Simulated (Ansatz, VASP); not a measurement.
# Si2Mo in two plane-wave programs, part 2 of 2

Wanted: the spread between two codes on one cell, functional and k mesh. Of the first pair: The structure shown is the end of the Ansatz relaxation below.

VASP 6.6.1 and Ansatz 0.2.0.

So far. Step 3 (VASP: single point, PBEsol, pair 1): The run ends at a pressure of 8.08 GPa, with forces up to 0.0019 eV/Å.

## (6) VASP: relaxation of cell and atoms, PBEsol

Level of this step: PBEsol; plane waves and PAW (Si, Mo_sv) (VASP).

The same cell, functional, mesh and smearing now go to VASP, with its own data sets.

The input, INCAR:

```
SYSTEM = Si2Mo
PREC = Accurate
ENCUT = 500
EDIFF = 1E-07
NELM = 120
ISMEAR = 1
SIGMA = 0.2
LREAL = .FALSE.
ALGO = Normal
GGA = PS
NBANDS = 17
LASPH = .TRUE.
LORBIT = 11
LWAVE = .FALSE.
LCHARG = .FALSE.
ISIF = 3
IBRION = 2
NSW = 80
EDIFFG = -0.005
GGA_COMPAT = .FALSE.
NELMIN = 4
KPAR = 2
```

The input, POSCAR:

```
Si2Mo
1.0
   -1.5951230000      1.5951230000      3.9109090000
    1.5951230000     -1.5951230000      3.9109090000
    1.5951230000      1.5951230000     -3.9109090000
Si Mo
2 1
Direct
    0.3350566966      0.3350566966      0.0000000000
    0.6649433034      0.6649433034      0.0000000000
    0.0000000000      0.0000000000      0.0000000000
```

The input, KPOINTS:

```
Automatic mesh
0
Gamma
20 20 20
0 0 0
```

PAW data sets: Si and Mo_sv (PBE family, release 64).

Launch:

```bash
$ mpirun -np 2 vasp_std
```

Numbers of over 12 decimals in the logs are rounded to 6 here.

Output:

```text
[banner, memory and clock lines left out]
running    2 mpi-ranks, on    1 nodes
[...]
[... a notice as in an earlier step ...]

 LDA part: xc-table for (Slater+PW92), standard interpolation
 POSCAR, INCAR and KPOINTS ok, starting setup
[...]
entering main loop
       N       E                     dE             d eps       ncg     rms          rms(c)
DAV:   1     0.115904670462E+03    0.11590E+03   -0.11158E+04 21810   0.120E+03
DAV:   2    -0.232582243735E+02   -0.13916E+03   -0.13673E+03 26836   0.305E+02
DAV:   3    -0.260308824276E+02   -0.27727E+01   -0.27443E+01 27163   0.389E+01
DAV:   4    -0.260455867164E+02   -0.14704E-01   -0.14689E-01 26971   0.312E+00
[...]
DAV:  12    -0.250793045384E+02    0.31354E-05   -0.25053E-05 23273   0.360E-02    0.767E-03
DAV:  13    -0.250793041239E+02    0.41447E-06   -0.82914E-07 24317   0.821E-03    0.212E-03
DAV:  14    -0.250793040264E+02    0.97522E-07   -0.17084E-08 12246   0.938E-04
   1 F= -.25079304E+02 E0= -.25079515E+02  d E =-.250793E+02
[...]
DAV:   7    -0.250791920851E+02    0.10424E-06   -0.16791E-07 18459   0.275E-03    0.100E-03
DAV:   8    -0.250791921154E+02   -0.30278E-07   -0.13971E-08 11396   0.737E-04
   2 F= -.25079192E+02 E0= -.25079413E+02  d E =0.111911E-03
 trial-energy change:    0.000112  1 .order    0.000105   -0.000356    0.000566
 step:   0.3756(harm=  0.3859)  dis= 0.00003  next Energy=   -25.079370 (dE=-0.664E-04)
[...]
N       E                     dE             d eps       ncg     rms          rms(c)
DAV:   1    -0.250810156289E+02   -0.18235E-02   -0.35713E-02 22491   0.192E+00    0.508E-01
DAV:   2    -0.250796315512E+02    0.13841E-02   -0.12394E-02 22440   0.811E-01    0.121E-01
DAV:   3    -0.250793891513E+02    0.24240E-03   -0.11017E-03 22309   0.184E-01    0.386E-02
DAV:   4    -0.250793665086E+02    0.22643E-04   -0.88825E-05 23574   0.838E-02    0.281E-02
DAV:   5    -0.250793689466E+02   -0.24380E-05   -0.59759E-06 26624   0.216E-02    0.166E-02
DAV:   6    -0.250793701086E+02   -0.11620E-05   -0.19664E-06 24307   0.728E-03    0.116E-03
DAV:   7    -0.250793701463E+02   -0.37633E-07   -0.62605E-08 11790   0.169E-03
   3 F= -.25079370E+02 E0= -.25079585E+02  d E =-.661199E-04
[...]
reached required accuracy - stopping structural energy minimisation
```

From OUTCAR (step 6):

```text
  Total        0.0068518      0.0068518     -0.0133164      0.0000000      0.0000000     -0.0000000
  in kB        0.2753726      0.2753726     -0.5351828      0.0000000      0.0000000     -0.0000000
  external PRESSURE =       0.0051875 kB  Pullay stress =       0.0000000 kB

 POSITION                                       TOTAL-FORCE (eV/Angst)
 -----------------------------------------------------------------------------------
      0.00000      0.00000      2.62190        -0.000000     -0.000000      0.004751
      0.00000      0.00000      5.20323        -0.000000     -0.000000     -0.004751
      0.00000      0.00000      0.00000         0.000000      0.000000      0.000000
 -----------------------------------------------------------------------------------
    total drift:                                0.000000     -0.000000      0.000000

  FREE ENERGIE OF THE ION-ELECTRON SYSTEM (eV)
  ---------------------------------------------------
  free  energy   TOTEN  =       -25.0793701463 eV

  energy  without entropy=      -25.0800144943  energy(sigma->0) =      -25.07958493

 reached required accuracy - stopping structural energy minimisation

[... 1 part as in an earlier step ...]

[... 2 further parts left out ...]
[key lines of the parts left out:]
E-fermi :  12.3037
```

The run keeps the 16 symmetry operations of its start, so it cannot find a distortion of lower symmetry.

## (7) Side by side

What differs besides the data sets and the points named for the pairs above, as far as they apply: Ansatz adds a Pulay correction to the stress that steers its cell, VASP none. Total energies have different zeros and are not compared.

Compared:

```tsv
quantity	Ansatz	VASP	difference
volume (Å³)	39.80	39.87	-0.15 %
edge a after relaxation, in the typed setting (Å)	4.514	4.517	-0.06 %
```

## (8) Ansatz: relaxation, PBEsol

This run makes the geometry at which the two programs are then compared.

The structure compared here is the end of the Ansatz relaxation.

The input, input.yaml:

```yaml
crystal:
  lattice:
    - [-1.5981104537, 1.5981104537, 3.8320789114]
    - [1.5981104537, -1.5981104537, 3.8320789114]
    - [1.5981104537, 1.5981104537, -3.8320789114]
  atoms:
    - { symbol: Si, position: [0.3349189284, 0.3349189284, 0.0] }
    - { symbol: Si, position: [0.6650810716, 0.6650810716, 0.0] }
    - { symbol: Mo, position: [0.0, 0.0, 0.0] }
  conventional_axes: [[0, 1, 1], [1, 0, 1], [1, 1, 0]]
kpoints:
  mp_grid: { grid: [20, 20, 20] }
hamiltonian:
  xc: pbesol
  pseudopotentials: { kind: paw, azcp: { folder: soft_1 }, xc_functional: pbe }
scf:
  occupations: { method: methfessel_paxton, width: 0.2 }
output:
  forces: true
  stress: true
  eigenvalues: true
relax:
  adjacent_minimum: "off"
  f_tol: 0.001
  max_steps: 60
  cell: { stress_tol: 0.01, fix: [c, angles] }
```

Launch:

```bash
$ ansatz run input.yaml --threads 4 --pin off --max-ram 10240MiB --backend cpu --events-out ev --progress --plain --runs-dir out
```

Output:

```text
[...]
Crystal: 3 atoms, lattice volume = 39.148 Å³
Basis set: ecut = 420 eV, 761 PW (Γ), exchange–correlation on 60×60×60 points (8 copies of the dense FFT grid, shifted against one another)
Bands: 15, of which v1, the nominal top of the filled ones, is band 11 counted from 1 (10 counted from 0)
Symmetry: 16 space group operations
[...]
k-points: 641 of 8000
[...]
--- Relaxed structure (4 steps of the walk, 4 accepted, 1 SCFs on fresh bases) ---
[...]
cell:  # Å, volume = 39.2913 Å³
    - [-1.601035, 1.601035, 3.8320789114]
    - [1.601035, -1.601035, 3.8320789114]
    - [1.601035, 1.601035, -3.8320789114]
  atoms:
    - { symbol: Si, position: [0.334782, 0.334782, 0] }
    - { symbol: Si, position: [0.665218, 0.665218, 0] }
    - { symbol: Mo, position: [0, 0, 0] }
[key lines of the parts left out:]
SCF converged after 4 iterations
Free energy (F): -6142.274155 eV
Fermi energy:    16.227386 eV
P = ⅓ Tr σ = 3.5466 GPa (35.466 kbar)
```

## (9) VASP: single point, PBEsol, pair 3

The same cell, functional, mesh and smearing now go to VASP, with its own data sets.

The input, INCAR:

```
SYSTEM = Si2Mo
PREC = Accurate
ENCUT = 500
EDIFF = 1E-06
NELM = 120
ISMEAR = 1
SIGMA = 0.2
LREAL = .FALSE.
ALGO = Normal
GGA = PS
NBANDS = 17
LASPH = .TRUE.
LORBIT = 11
LWAVE = .FALSE.
LCHARG = .FALSE.
ISIF = 2
GGA_COMPAT = .FALSE.
KPAR = 2
```

The input, POSCAR:

```
Si2Mo
1.0
   -1.6010354083      1.6010354083      3.8320789114
    1.6010354083     -1.6010354083      3.8320789114
    1.6010354083      1.6010354083     -3.8320789114
Si Mo
2 1
Direct
    0.3347820094      0.3347820094      0.0000000000
    0.6652179906      0.6652179906      0.0000000000
    0.0000000000      0.0000000000      0.0000000000
```

KPOINTS is that of step 6.

Launch:

```bash
$ mpirun -np 2 vasp_std
```

Output:

```text
[... set-up lines as in an earlier step ...]
 entering main loop
       N       E                     dE             d eps       ncg     rms          rms(c)
DAV:   1     0.116543360554E+03    0.11654E+03   -0.11144E+04 21818   0.120E+03
DAV:   2    -0.232598832965E+02   -0.13980E+03   -0.13736E+03 26849   0.306E+02
DAV:   3    -0.260049442601E+02   -0.27451E+01   -0.27267E+01 27279   0.389E+01
DAV:   4    -0.260191110700E+02   -0.14167E-01   -0.14157E-01 26812   0.311E+00
[...]
DAV:  11    -0.250521734448E+02    0.12111E-04   -0.15164E-04 23927   0.957E-02    0.365E-02
DAV:  12    -0.250521709684E+02    0.24764E-05   -0.21740E-05 23398   0.335E-02    0.685E-03
DAV:  13    -0.250521705363E+02    0.43212E-06   -0.76966E-07 12269   0.803E-03
   1 F= -.25052171E+02 E0= -.25052365E+02  d E =0.583649E-03
```

Parts of OUTCAR (step 9):

```text
  Total        0.0892154      0.0892154      2.7029600      0.0000000     -0.0000000     -0.0000000
  in kB        3.6379263      3.6379263    110.2183475      0.0000000     -0.0000000     -0.0000000
  external PRESSURE =      39.1647334 kB  Pullay stress =       0.0000000 kB

 POSITION                                       TOTAL-FORCE (eV/Angst)
 -----------------------------------------------------------------------------------
      0.00000      0.00000      2.56582        -0.000000     -0.000000     -0.003261
      0.00000      0.00000      5.09834         0.000000      0.000000      0.003261
      0.00000      0.00000      0.00000        -0.000000     -0.000000      0.000000
 -----------------------------------------------------------------------------------
    total drift:                               -0.000000      0.000000     -0.000000

  FREE ENERGIE OF THE ION-ELECTRON SYSTEM (eV)
  ---------------------------------------------------
  free  energy   TOTEN  =       -25.0521705363 eV

  energy  without entropy=      -25.0527541858  energy(sigma->0) =      -25.05236509

[... 1 part as in an earlier step ...]

[... 2 further parts left out ...]
[key lines of the parts left out:]
E-fermi :  12.4529
```

The run ends at a pressure of 3.92 GPa, with forces up to 0.0033 eV/Å.

## (10) Side by side

Both answers:

```tsv
quantity	Ansatz	VASP	difference
pressure (GPa)	3.55	3.92	-0.37
```

At this near-relaxed geometry the largest component of a force difference is 3 meV/Å.

## (11) Summary of results

| Item | Value |
| --- | --- |
| difference in pressure (single point, PBEsol, pair 1) | -0.39 GPa |
| difference in volume (relaxation of cell and atoms, PBEsol) | -0.15 % |
| difference in pressure (single point, PBEsol, pair 3) | -0.37 GPa |

In words: The difference in pressure is -0.39 GPa (single point, PBEsol, pair 1), within the 1 GPa picked in this series as the mark of a large difference. 10 further runs of this series are not shown here. How closely two codes agree says nothing of how well the functional describes the real material.

[Lines on the potential files, build, host, timing and source positions are cut from VASP's logs without a mark.]

[Logs are printed without paths, hosts, clocks, repeated set-up lines and the standing remarks that a program may print on its own settings, such as how far it seeks lower states.]

[Hosts, paths, dates, database ids (printed as entryN), source tags and the programs' standing remarks are cut or masked in the printed files.]
